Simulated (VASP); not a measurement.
Re:

```
Re
1.0
     2.76080    0.00000    0.00000
    -1.38040    2.39092    0.00000
     0.00000    0.00000    4.45820
Re
2
Direct
  0.33333 0.66667 0.25000
  0.66667 0.33333 0.75000
```

| Quantity | Value |
| --- | --- |
| Program | VASP 6.6.1 |
| Task | relaxation of cell and atoms |
| Functional | LDA |
| Potentials or basis | VASP PAW LDA potentials, release 64 (Re) |
| Cutoff | 600 eV |
| k mesh | 15 × 15 × 8 |
| Occupations | methfessel-paxton, width 0.1 eV |
| Spin | no spin polarisation |

At the start: pressure -8.7 GPa; volume 14.71 Å³/atom.

How do energy, volume and symmetry change on relaxing?

Over 7 steps the energy falls by 8.9 meV/atom and the volume is 14.39 Å³/atom (-2.2 %); space group P6_3/mmc (No. 194, to 0.05 Å).

Step by step:
| step | energy change (eV) | largest force (eV/Å) | pressure (GPa) | volume (Å³) |
| --- | --- | --- | --- | --- |
| 1 | 0.0000 | 0.0000 | -8.66 | 29.43 |
| 2 | 0.3483 | 0.0000 | 48.61 | 26.17 |
| 3 | -0.0176 | 0.0000 | -0.38 | 28.82 |
| 4 | -0.0177 | 0.0000 | -0.07 | 28.79 |
| 5 | -0.0177 | 0.0000 | 0.12 | 28.78 |
| 6 | -0.0177 | 0.0000 | 0.10 | 28.78 |
| 7 | -0.0178 | 0.0000 | 0.10 | 28.78 |

Final structure:
```yaml
crystal:
  lattice:
    - [2.73828, 0.00000, 0.00000]
    - [-1.36914, 2.37142, 0.00000]
    - [0.00000, 0.00000, 4.43235]
  atoms:
    - { symbol: Re, position: [0.33333, 0.66667, 0.25000] }
    - { symbol: Re, position: [0.66667, 0.33333, 0.75000] }
```
